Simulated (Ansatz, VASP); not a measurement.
NiMoIrPdW in VASP and in Ansatz

```
Ni Mo Pd Ir W
1.0
     4.11705    0.00000    0.00000
    -2.05853    3.56547    0.00000
     0.00000    0.00000    5.44580
Ni Mo Pd Ir W
1 1 1 1 1
Direct
  0.00000 0.00000 0.95775
  0.66667 0.33333 0.96161
  0.66667 0.33333 0.46295
  0.33333 0.66667 0.72572
  0.33333 0.66667 0.23642
```

The cell was built by a generator and needn't be a form met in nature.

Alike in both runs: task single point; functional PBE; k mesh 8 × 8 × 5; occupations fermi-dirac, width 0.05 eV; collinear spin, ferromagnetic start.

```csv
,VASP,Ansatz
version,VASP 6.6.1,Ansatz 0.2.0
potentials or method,"VASP PAW PBE potentials, release 64 (Ni, Mo_sv, Pd, Ir, W_sv)",Ansatz PAW
plane-wave cutoff (eV),520,420
valence electrons in the cell,57,81
```

VASP gave:

* gap on the k mesh at the Fermi level (eV): none
* pressure (GPa): 0.2
* rms of the force components (eV/Å): 0.015
* net moment per atom (μB): 0.00

Task: Which values does Ansatz return?

Result: gap on the k mesh at the Fermi level (eV): none; pressure (GPa): 0.0; rms of the force components (eV/Å): 0.014; net moment per atom (μB): 0.00.

Atom by atom the forces differ by 0.005 eV/Å (rms over components). A gap of «none» marks a metal or a gap that the smearing closes. The two sets of potentials don't hold the same shells in valence.

Caveats: the starting moments weren't kept (Ansatz). Spin-orbit coupling is left out, which matters for the levels of Ir, W.
